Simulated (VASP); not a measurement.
## Vibrations of MgO at several levels of theory

Aim: the vibrations of MgO at the zone centre, at several levels of theory. The starting structure is a measured crystal structure from the Crystallography Open Database.

Main program and level: VASP 6.6.1; Kohn-Sham DFT with plane waves and PAW; LDA, PBEsol, PBE, PBEsol + D3(BJ), r2SCAN, r2SCAN + rVV10 and HSE06.

## 1. Set-up

It takes space group Fm-3m (No. 225, cubic). The conventional cell has a = 4.210 Å, b = 4.210 Å, c = 4.210 Å, α = 90.00°, β = 90.00°, γ = 90.00°. Nearest to Mg lie 6 O at 2.11 Å. O has 6 Mg at 2.11 Å nearest. Farther neighbours and most contacts between anions are not listed.

## 2. Modes with LDA

LDA, the lowest rung, knows the local density alone. The cell comes from a relaxation at this level, not shown (17.82 Å³).

INCAR reads:

```
SYSTEM = MgO
PREC = Accurate
ENCUT = 520
EDIFF = 1E-08
NELM = 100
ISMEAR = 0
SIGMA = 0.03
LREAL = .FALSE.
ALGO = Normal
GGA = CA
NBANDS = 10
LORBIT = 11
LWAVE = .FALSE.
LCHARG = .FALSE.
KPAR = 4
IBRION = 8
LEPSILON = .TRUE.
LPEAD = .TRUE.
ISIF = 2
```

POSCAR reads:

```
MgO
1.0
    0.0000000000      2.0730437084      2.0730437084
    2.0730437084      0.0000000000      2.0730437084
    2.0730437084      2.0730437084      0.0000000000
Mg O
1 1
Direct
    0.0000000000      0.0000000000      0.0000000000
    0.5000000000      0.5000000000      0.5000000000
```

KPOINTS reads:

```
Automatic mesh
0
Gamma
12 12 12
0 0 0
```

PAW data sets: Mg and O (LDA family, release 64).

Started as:

```bash
> mpirun -np 4 vasp_std
```

Log:

```text
[banner, memory and clock lines left out]
running    4 mpi-ranks, on    1 nodes
 distrk:  each k-point on    1 cores,    4 groups
 distr:  one band on    1 cores,    1 groups

 POSCAR found type information on POSCAR MgO
 POSCAR found :  2 types and       2 ions
 LDA part: xc-table for (Slater(with rela. corr.)+CA(PZ))
 , standard interpolation
 POSCAR, INCAR and KPOINTS ok, starting setup
 FFT: planning ... GRIDC
 FFT: planning ... GRID_SOFT
 FFT: planning ... GRID
 WAVECAR not read
 entering main loop
       N       E                     dE             d eps       ncg     rms          rms(c)
DAV:   1     0.112366338562E+02    0.11237E+02   -0.48316E+03  1640   0.717E+02
DAV:   2    -0.145057079121E+02   -0.25742E+02   -0.25364E+02  1624   0.141E+02
DAV:   3    -0.150314307427E+02   -0.52572E+00   -0.52535E+00  1702   0.175E+01
DAV:   4    -0.150325799667E+02   -0.11492E-02   -0.11492E-02  1584   0.913E-01
DAV:   5    -0.150325834223E+02   -0.34557E-05   -0.34557E-05  1648   0.463E-02    0.710E+00
DAV:   6    -0.135074500580E+02    0.15251E+01   -0.87728E+00  1462   0.177E+01    0.219E+00
DAV:   7    -0.134692200349E+02    0.38230E-01   -0.49946E-02  1552   0.218E+00    0.127E+00
DAV:   8    -0.134457534338E+02    0.23467E-01   -0.26005E-02  1456   0.181E+00    0.186E-01
DAV:   9    -0.134455751678E+02    0.17827E-03   -0.18544E-04  1638   0.112E-01    0.127E-01
DAV:  10    -0.134454607716E+02    0.11440E-03   -0.28127E-04  1522   0.154E-01    0.786E-03
DAV:  11    -0.134454600174E+02    0.75413E-06   -0.37475E-06  1562   0.115E-02    0.294E-03
DAV:  12    -0.134454600198E+02   -0.23508E-08   -0.14813E-07  1578   0.280E-03    0.601E-04
DAV:  13    -0.134454600187E+02    0.10886E-08   -0.38983E-09   858   0.725E-04
   1 F= -.13445460E+02 E0= -.13445460E+02  d E =-.453816E-20
 Linear response reoptimize wavefunctions to high precision
DAV:   1    -0.134454600195E+02   -0.81172E-09   -0.13079E-10   944   0.119E-04
DAV:   2    -0.134454600195E+02    0.17621E-10   -0.87330E-12   790   0.296E-05
 Linear response to external field (no local field effect), progress :
  Direction:   1
       N       E                     dE             d eps       ncg     rms          rms(c)
RMM:   1    -0.124269172523E+00   -0.12427E+00   -0.36696E-01   847   0.174E+00
RMM:   2    -0.124082959593E+00    0.18621E-03   -0.87539E-04   827   0.210E-01
RMM:   3    -0.124085859510E+00   -0.28999E-05   -0.19594E-06   863   0.102E-02
RMM:   4    -0.124085867406E+00   -0.78955E-08   -0.74526E-09   789   0.650E-04
 change of polarisation eV/A/(eV/A) component  1 :     0.248     0.080     0.022
 dielectric tensor                  component  1 :     3.520     0.814     0.226
 Linear response to external field (no local field effect), progress :
  Direction:   2
       N       E                     dE             d eps       ncg     rms          rms(c)
RMM:   1    -0.125552262387E+00   -0.12555E+00   -0.38000E-01   854   0.173E+00
RMM:   2    -0.125361034269E+00    0.19123E-03   -0.93843E-04   828   0.213E-01
RMM:   3    -0.125364811601E+00   -0.37773E-05   -0.23814E-06   864   0.109E-02
RMM:   4    -0.125364823231E+00   -0.11630E-07   -0.98883E-09   793   0.705E-04
RMM:   5    -0.125364823295E+00   -0.63758E-10   -0.46356E-10   238   0.594E-05
 change of polarisation eV/A/(eV/A) component  2 :     0.080     0.251    -0.037
 dielectric tensor                  component  2 :     0.814     3.546    -0.380
 Linear response to external field (no local field effect), progress :
  Direction:   3
       N       E                     dE             d eps       ncg     rms          rms(c)
RMM:   1    -0.763927819476E-01   -0.76393E-01   -0.18555E-01   866   0.135E+00
RMM:   2    -0.765644147690E-01   -0.17163E-03   -0.54868E-04   849   0.158E-01
RMM:   3    -0.765660099252E-01   -0.15952E-05   -0.12742E-06   860   0.762E-03
RMM:   4    -0.765660150806E-01   -0.51554E-08   -0.56795E-09   722   0.508E-04
 change of polarisation eV/A/(eV/A) component  3 :     0.022    -0.037     0.153
 dielectric tensor                  component  3 :     0.226    -0.380     2.555
 Linear response to external field, progress :
  Direction:   1
       N       E                     dE             d eps       ncg     rms          rms(c)
RMM:   1    -0.108795641397E+00   -0.10880E+00   -0.31144E-01  1916   0.160E+00
RMM:   2    -0.108658854425E+00    0.13679E-03   -0.78273E-04  1896   0.192E-01    0.517E-01
RMM:   3    -0.105991703716E+00    0.26672E-02   -0.11688E-03  4696   0.260E-01    0.304E-01
RMM:   4    -0.109838721169E+00   -0.38470E-02   -0.22030E-03  6743   0.352E-01    0.256E-02
RMM:   5    -0.110178564309E+00   -0.33984E-03   -0.90088E-06  4945   0.246E-02    0.466E-03
RMM:   6    -0.110204106209E+00   -0.25542E-04   -0.86271E-08  5323   0.253E-03    0.203E-03
RMM:   7    -0.110222306438E+00   -0.18200E-04   -0.26779E-08  5310   0.135E-03    0.909E-05
RMM:   8    -0.110221965167E+00    0.34127E-06   -0.36212E-10  4759   0.147E-04    0.415E-05
RMM:   9    -0.110222046843E+00   -0.81676E-07   -0.82891E-11  3247   0.380E-05    0.384E-06
 change of polarisation eV/A/(eV/A) component  1 :     0.206     0.043     0.016
 dielectric tensor                  component  1 :     3.093     0.436     0.158
 Linear response to external field, progress :
  Direction:   2
       N       E                     dE             d eps       ncg     rms          rms(c)
RMM:   1    -0.108710704739E+00   -0.10871E+00   -0.31055E-01  1920   0.161E+00
RMM:   2    -0.108674171535E+00    0.36533E-04   -0.78965E-04  1896   0.194E-01    0.517E-01
RMM:   3    -0.106007036908E+00    0.26671E-02   -0.11686E-03  4696   0.260E-01    0.304E-01
RMM:   4    -0.109854069953E+00   -0.38470E-02   -0.22030E-03  6748   0.352E-01    0.256E-02
RMM:   5    -0.110193932162E+00   -0.33986E-03   -0.89874E-06  4951   0.246E-02    0.465E-03
RMM:   6    -0.110219453292E+00   -0.25521E-04   -0.86321E-08  5334   0.253E-03    0.203E-03
RMM:   7    -0.110237527406E+00   -0.18074E-04   -0.26946E-08  5323   0.135E-03    0.911E-05
RMM:   8    -0.110237159579E+00    0.36783E-06   -0.51760E-10  4778   0.150E-04    0.405E-05
RMM:   9    -0.110237431432E+00   -0.27185E-06   -0.23186E-10  3253   0.396E-05    0.397E-06
 change of polarisation eV/A/(eV/A) component  2 :     0.033     0.206    -0.002
 dielectric tensor                  component  2 :     0.337     3.093    -0.019
 Linear response to external field, progress :
  Direction:   3
       N       E                     dE             d eps       ncg     rms          rms(c)
RMM:   1    -0.108707931638E+00   -0.10871E+00   -0.31052E-01  1920   0.161E+00
RMM:   2    -0.108675517104E+00    0.32415E-04   -0.79008E-04  1896   0.194E-01    0.517E-01
RMM:   3    -0.106008354112E+00    0.26672E-02   -0.11687E-03  4695   0.260E-01    0.304E-01
RMM:   4    -0.109855462413E+00   -0.38471E-02   -0.22031E-03  6746   0.352E-01    0.256E-02
RMM:   5    -0.110195339739E+00   -0.33988E-03   -0.89907E-06  4949   0.246E-02    0.465E-03
RMM:   6    -0.110220862791E+00   -0.25523E-04   -0.86226E-08  5335   0.253E-03    0.203E-03
RMM:   7    -0.110238970494E+00   -0.18108E-04   -0.26916E-08  5318   0.135E-03    0.911E-05
RMM:   8    -0.110238595014E+00    0.37548E-06   -0.52867E-10  4777   0.150E-04    0.405E-05
RMM:   9    -0.110238797835E+00   -0.20282E-06   -0.23182E-10  3255   0.396E-05    0.396E-06
 change of polarisation eV/A/(eV/A) component  3 :     0.004     0.024     0.206
 dielectric tensor                  component  3 :     0.045     0.247     3.093
 Linear response DOF=           2
 Linear response progress:
  Degree of freedom:   1/  2
       N       E                     dE             d eps       ncg     rms          rms(c)
RMM:   1    -0.222777137598E-02   -0.22278E-02    0.29635E-05  6844   0.523E-01
RMM:   2    -0.217898263058E-02    0.48789E-04   -0.14367E-04  4952   0.830E-02    0.365E-02
RMM:   3    -0.215083510350E-02    0.28148E-04   -0.16925E-05  5178   0.290E-02    0.187E-02
RMM:   4    -0.214993243803E-02    0.90267E-06   -0.14276E-05  5194   0.260E-02    0.331E-03
RMM:   5    -0.215031430643E-02   -0.38187E-06   -0.13751E-07  5197   0.288E-03    0.302E-04
RMM:   6    -0.215033277680E-02   -0.18470E-07   -0.59772E-10  5236   0.201E-04    0.130E-04
RMM:   7    -0.215027911182E-02    0.53665E-07   -0.21864E-10  5315   0.120E-04    0.118E-05
RMM:   8    -0.215029368354E-02   -0.14572E-07   -0.18807E-11  5424   0.124E-05    0.266E-06
RMM:   9    -0.215029413745E-02   -0.45390E-09   -0.16841E-11  4931   0.436E-06    0.384E-07
 first order change of Fermi-energy   0.53757E-04
 force on displaced ion       1 direction 1 :  -6.364   0.000   0.000
 Born effective charge ion    1 direction 1 :   1.948   0.000   0.000
 Linear response progress:
  Degree of freedom:   2/  2
       N       E                     dE             d eps       ncg     rms          rms(c)
RMM:   1    -0.348328965989E+00   -0.34833E+00    0.38604E-01  5816   0.425E+00
RMM:   2    -0.348875577232E+00   -0.54661E-03   -0.17196E-03  5132   0.332E-01    0.135E-01
RMM:   3    -0.350258138033E+00   -0.13826E-02   -0.37916E-04  4923   0.141E-01    0.714E-02
RMM:   4    -0.352370472827E+00   -0.21123E-02   -0.38064E-04  4679   0.145E-01    0.174E-02
RMM:   5    -0.352383656488E+00   -0.13184E-04   -0.46689E-06  5360   0.204E-02    0.135E-03
RMM:   6    -0.352385599273E+00   -0.19428E-05   -0.35644E-08  5504   0.172E-03    0.774E-04
RMM:   7    -0.352381033788E+00    0.45655E-05   -0.22159E-09  5461   0.337E-04    0.535E-05
RMM:   8    -0.352380943665E+00    0.90123E-07   -0.10649E-09  5636   0.604E-05    0.151E-05
RMM:   9    -0.352380987253E+00   -0.43588E-07   -0.10611E-09  5613   0.236E-05    0.248E-06
RMM:  10    -0.352380986507E+00    0.74591E-09   -0.10736E-09  4492   0.146E-05    0.448E-07
 first order change of Fermi-energy   0.12235E-02
 force on displaced ion       2 direction 1 :  -6.361   0.000   0.000
 Born effective charge ion    2 direction 1 :  -1.948   0.000   0.000
 Born effective charges drift removed
 Linear response finished
```

Run time: 32 s. Hardware: 4 MPI ranks of Intel Xeon Platinum 8375C at 2.90GHz (Ice Lake), shared host; peak memory 1.1 GiB.

The logs omit lines about the potential files and the build; timing stands in the text.

OUTCAR, selected parts (step 2):

```text
ion  position               nearest neighbor table
   1  0.000  0.000  0.000-   2 2.07   2 2.07   2 2.07   2 2.07   2 2.07   2 2.07
   2  0.500  0.500  0.500-   1 2.07   1 2.07   1 2.07   1 2.07   1 2.07   1 2.07

  LATTYP: Found a face centered cubic cell.
 ALAT       =     4.1460874168

 Subroutine GETGRP returns: Found 48 space group operations
 (whereof 48 operations were pure point group operations)

The static configuration has the point symmetry O_h .

 Found     72 irreducible k-points:

   k-points           NKPTS =     72   k-points in BZ     NKDIM =     72   number of bands    NBANDS=     10

   dimension x,y,z NGX =    24 NGY =   24 NGZ =   24
   dimension x,y,z NGXF=    48 NGYF=   48 NGZF=   48

   ENCUT  =  520.0 eV  38.22 Ry    6.18 a.u.   5.45  5.45  5.45*2*pi/ulx,y,z

   NELECT =       8.0000    total number of electrons

 k-points in reciprocal lattice and weights: Automatic mesh
   0.00000000  0.00000000  0.00000000       0.001
   0.08333333  0.00000000  0.00000000       0.005
   0.16666667  0.00000000  0.00000000       0.005
   0.25000000  0.00000000  0.00000000       0.005
   0.33333333  0.00000000  0.00000000       0.005
   0.41666667  0.00000000  0.00000000       0.005
   0.50000000  0.00000000  0.00000000       0.002
   0.08333333  0.08333333  0.00000000       0.003
   0.16666667  0.08333333  0.00000000       0.014
[...]
-0.33333333  0.50000000  0.16666667       0.007
  -0.25000000  0.50000000  0.25000000       0.003

 average (electrostatic) potential at core
       1 -34.6027       2 -70.3937

  Total       -0.0017428     -0.0017428     -0.0017428      0.0000000      0.0000000      0.0000000
  in kB       -0.1567100     -0.1567100     -0.1567100      0.0000000      0.0000000      0.0000000
  external PRESSURE =      -0.1567100 kB  Pullay stress =       0.0000000 kB

  energy-cutoff  :      520.00
  volume of cell :       17.82
      direct lattice vectors                 reciprocal lattice vectors
     0.000000000  2.073043708  2.073043708    -0.241191248  0.241191248  0.241191248
     2.073043708  0.000000000  2.073043708     0.241191248 -0.241191248  0.241191248
     2.073043708  2.073043708  0.000000000     0.241191248  0.241191248 -0.241191248

 POSITION                                       TOTAL-FORCE (eV/Angst)
 -----------------------------------------------------------------------------------
      0.00000      0.00000      0.00000        -0.000000     -0.000000     -0.000000
      2.07304      2.07304      2.07304         0.000000      0.000000      0.000000
 -----------------------------------------------------------------------------------
    total drift:                               -0.000000     -0.000000      0.000000

 MACROSCOPIC STATIC DIELECTRIC TENSOR (including local field effects in DFT)
 ------------------------------------------------------
           3.093054    -0.000000     0.000000
           0.000000     3.093054    -0.000000
           0.000000     0.000000     3.093054
 ------------------------------------------------------

 PIEZOELECTRIC TENSOR (including local field effects)  for field in x, y, z        (C/m^2)
          XX          YY          ZZ          XY          YZ          ZX
  --------------------------------------------------------------------------------
  x     0.00000     0.00000     0.00000     0.00000     0.00000     0.00000
  y     0.00000     0.00000     0.00000     0.00000     0.00000     0.00000
  z     0.00000     0.00000     0.00000     0.00000     0.00000     0.00000

 BORN EFFECTIVE CHARGES (including local field effects) (in |e|, cummulative output)
 ---------------------------------------------------------------------------------
 ion    1
    1     1.94832     0.00000     0.00000
    2     0.00000     1.94832    -0.00000
    3    -0.00000    -0.00000     1.94832
 ion    2
    1    -1.94832     0.00000    -0.00000
    2    -0.00000    -1.94832     0.00000
    3     0.00000     0.00000    -1.94832

 Eigenvectors and eigenvalues of the dynamical matrix
 ----------------------------------------------------

   1 f  =   12.694818 THz    79.763897 2PiTHz  423.453565 cm-1    52.501527 meV
             X         Y         Z           dx          dy          dz
      0.000000  0.000000  0.000000     0.630133   -0.000000    0.000000
      2.073044  2.073044  2.073044    -0.776487   -0.000000    0.000000

   2 f  =   12.694818 THz    79.763897 2PiTHz  423.453565 cm-1    52.501527 meV
             X         Y         Z           dx          dy          dz
      0.000000  0.000000  0.000000    -0.000000    0.630133    0.000000
      2.073044  2.073044  2.073044     0.000000   -0.776487    0.000000

   3 f  =   12.694818 THz    79.763897 2PiTHz  423.453565 cm-1    52.501527 meV
             X         Y         Z           dx          dy          dz
      0.000000  0.000000  0.000000     0.000000    0.000000   -0.630133
      2.073044  2.073044  2.073044     0.000000    0.000000    0.776487

   4 f/i=    0.001227 THz     0.007711 2PiTHz    0.040937 cm-1     0.005076 meV
             X         Y         Z           dx          dy          dz
      0.000000  0.000000  0.000000     0.776402    0.011326    0.002008
      2.073044  2.073044  2.073044     0.630064    0.009192    0.001629

   5 f/i=    0.001227 THz     0.007711 2PiTHz    0.040937 cm-1     0.005076 meV
             X         Y         Z           dx          dy          dz
      0.000000  0.000000  0.000000     0.005919   -0.509575    0.585859
      2.073044  2.073044  2.073044     0.004803   -0.413529    0.475435

   6 f/i=    0.001227 THz     0.007711 2PiTHz    0.040937 cm-1     0.005076 meV
             X         Y         Z           dx          dy          dz
      0.000000  0.000000  0.000000    -0.009863    0.585779    0.509605
      2.073044  2.073044  2.073044    -0.008004    0.475370    0.413554

 MACROSCOPIC STATIC DIELECTRIC TENSOR IONIC CONTRIBUTION
 ------------------------------------------------------
           6.059033    -0.000000    -0.000000
          -0.000000     6.059033    -0.000000
          -0.000000    -0.000000     6.059033
 ------------------------------------------------------

 ELASTIC MODULI CONTR FROM IONIC RELAXATION (kBar)
 Direction    XX          YY          ZZ          XY          YZ          ZX
 --------------------------------------------------------------------------------
 XX           0.0000      0.0000      0.0000      0.0000      0.0000      0.0000
 YY           0.0000      0.0000      0.0000      0.0000      0.0000      0.0000
 ZZ           0.0000      0.0000      0.0000      0.0000      0.0000      0.0000
 XY           0.0000      0.0000      0.0000      0.0000      0.0000      0.0000
 YZ           0.0000      0.0000      0.0000      0.0000      0.0000      0.0000
 ZX           0.0000      0.0000      0.0000      0.0000      0.0000      0.0000
 --------------------------------------------------------------------------------

 PIEZOELECTRIC TENSOR IONIC CONTR  for field in x, y, z        (C/m^2)
          XX          YY          ZZ          XY          YZ          ZX
  --------------------------------------------------------------------------------
  x     0.00000     0.00000     0.00000     0.00000     0.00000     0.00000
  y     0.00000     0.00000     0.00000     0.00000     0.00000     0.00000
  z     0.00000     0.00000     0.00000     0.00000     0.00000     0.00000
```

Energies printed during the response cycles are not total energies of the cell.

LDA: the zone-centre mode is T1u 423.5 cm⁻¹.

(Continued in part 2 of 3.)

[Lines on the potential files, build, host, timing and source positions are cut from VASP's logs without a mark.]

[Logs are printed without paths, hosts, clocks, repeated set-up lines and the standing remarks that a program may print on its own settings, such as how far it seeks lower states.]

[Hosts, paths, dates, database ids (printed as entryN), source tags and the programs' standing remarks are cut or masked in the printed files.]
